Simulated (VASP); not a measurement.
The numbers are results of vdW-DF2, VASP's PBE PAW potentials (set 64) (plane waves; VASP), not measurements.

The input files of a VASP run:

POSCAR:
```
Be
1
    1.1524529987    -1.9961069760     0.0000000000
    1.1524529987     1.9961069760     0.0000000000
    0.0000000000     0.0000000000     3.6097142728
Be
2
Direct
  0.3333330000   0.6666670000   0.2500000000
  0.6666670000   0.3333330000   0.7500000000
```

INCAR:
```
! general
SYSTEM   = Be
PREC     = Accurate
ENCUT    = 520   ! plane-wave cut-off (eV)
LREAL    = .FALSE.   ! projection in real space or not
LASPH    = .TRUE.   ! aspherical one-centre terms

! electronic loop
EDIFF    = 1E-7   ! SCF stop (eV)
NELM     = 100   ! most electronic steps
ALGO     = Normal

! smearing
ISMEAR   = 1   ! Methfessel-Paxton
SIGMA    = 0.1

! functional
GGA      = ML
LUSE_VDW = .TRUE.
AGGAC    = 0.0
ZAB_VDW  = -1.8867

! ions
IBRION   = 2   ! conjugate gradients
NSW      = 30   ! most ionic steps
ISIF     = 4   ! ions and shape, fixed volume
EDIFFG   = -0.01

! output
LWAVE    = .FALSE.
LCHARG   = .FALSE.
```

File KPOINTS:
```
Automatic mesh
0
Gamma
18 18 10
0 0 0
```

POTCAR, in this order: Be (PBE.64 set). Program: vasp_std.

Output

File OSZICAR:
```
       N       E                     dE             d eps       ncg     rms          rms(c)
DAV:   1    -0.109538030016E+01   -0.10954E+01   -0.17460E+03  2682   0.542E+02
DAV:   2    -0.581637627405E+01   -0.47210E+01   -0.43953E+01  4098   0.615E+01
DAV:   3    -0.584903116364E+01   -0.32655E-01   -0.32568E-01  3504   0.472E+00
DAV:   4    -0.584907996694E+01   -0.48803E-04   -0.48789E-04  3924   0.160E-01
DAV:   5    -0.584908001714E+01   -0.50201E-07   -0.50072E-07  3426   0.211E-03    0.111E+00
DAV:   6    -0.578212547836E+01    0.66955E-01   -0.11378E-02  3048   0.110E+00    0.678E-01
DAV:   7    -0.575674764252E+01    0.25378E-01   -0.11778E-02  3240   0.118E+00    0.498E-02
DAV:   8    -0.575678800998E+01   -0.40367E-04   -0.49986E-05  3828   0.108E-01    0.237E-02
DAV:   9    -0.575674864997E+01    0.39360E-04   -0.25713E-05  2964   0.787E-02    0.257E-03
DAV:  10    -0.575674602816E+01    0.26218E-05   -0.68304E-07  3546   0.138E-02    0.580E-04
DAV:  11    -0.575674556688E+01    0.46128E-06   -0.62056E-08  2490   0.399E-03    0.595E-05
DAV:  12    -0.575674559058E+01   -0.23705E-07   -0.21857E-09  1812   0.575E-04
   1 F= -.57567456E+01 E0= -.57566615E+01  d E =-.575675E+01
       N       E                     dE             d eps       ncg     rms          rms(c)
DAV:   1    -0.575698166004E+01   -0.23609E-03   -0.20955E-03  3378   0.305E-01    0.164E-02
DAV:   2    -0.575698330144E+01   -0.16414E-05   -0.96293E-06  3270   0.300E-02    0.105E-02
DAV:   3    -0.575698384291E+01   -0.54147E-06   -0.59371E-07  3774   0.104E-02    0.167E-04
DAV:   4    -0.575698383448E+01    0.84218E-08   -0.13711E-09  2238   0.441E-04
   2 F= -.57569838E+01 E0= -.57569176E+01  d E =-.238244E-03
       N       E                     dE             d eps       ncg     rms          rms(c)
DAV:   1    -0.575699918765E+01   -0.15345E-04   -0.22137E-04  3384   0.988E-02    0.566E-03
DAV:   2    -0.575699931828E+01   -0.13063E-06   -0.10290E-06  3270   0.988E-03    0.363E-03
DAV:   3    -0.575699933797E+01   -0.19693E-07   -0.67812E-08  3390   0.354E-03
   3 F= -.57569993E+01 E0= -.57569338E+01  d E =-.253747E-03
```

**OUTCAR**
```
------------------------ aborting loop because EDIFF is reached ----------------------------------------
  FORCE on cell =-STRESS in cart. coord.  units (eV):
  Direction    XX          YY          ZZ          XY          YZ          ZX
  --------------------------------------------------------------------------------------
  Total       -0.6901465     -0.6901464     -0.6903205      0.0000000      0.0000000      0.0000000
  in kB      -66.5797309    -66.5797201    -66.5965176      0.0000000      0.0000000      0.0000000
  external PRESSURE =     -66.5853229 kB  Pullay stress =       0.0000000 kB
  volume of cell :       16.61
      direct lattice vectors                 reciprocal lattice vectors
     1.150580670 -1.992864016  0.000000000     0.434563184 -0.250895192 -0.000000000
     1.150580670  1.992864016  0.000000000     0.434563184  0.250895192 -0.000000000
     0.000000000  0.000000000  3.621471921    -0.000000000  0.000000000  0.276130817
 POSITION                                       TOTAL-FORCE (eV/Angst)
 -----------------------------------------------------------------------------------
      1.15058      0.66429      0.90537        -0.000000      0.000000      0.000000
      1.15058     -0.66429      2.71610         0.000000     -0.000000      0.000000
 -----------------------------------------------------------------------------------
    total drift:                                0.000000     -0.000003      0.000005
  FREE ENERGIE OF THE ION-ELECTRON SYSTEM (eV)
  ---------------------------------------------------
  free  energy   TOTEN  =        -5.7569993380 eV

  energy  without entropy=       -5.7568027831  energy(sigma->0) =       -5.75693382

 reached required accuracy - stopping structural energy minimisation
```
(Selected blocks of OUTCAR.)

**CONTCAR**
```
Be
   1.00000000000000
     1.1505806702029882   -1.9928640162278617    0.0000000000000000
     1.1505806702029882    1.9928640162278617    0.0000000000000000
     0.0000000000000000    0.0000000000000000    3.6214719213536863
  Be
     2
Direct
     0.3333330000000032    0.6666669999999968    0.2500000000000000
     0.6666669999999968    0.3333330000000032    0.7500000000000000
```

The compound is Be in the hcp structure. This cell is one point of a volume scan, at 1.06 of the reference volume. Symmetry was kept, so distortions that lower it aren't found.
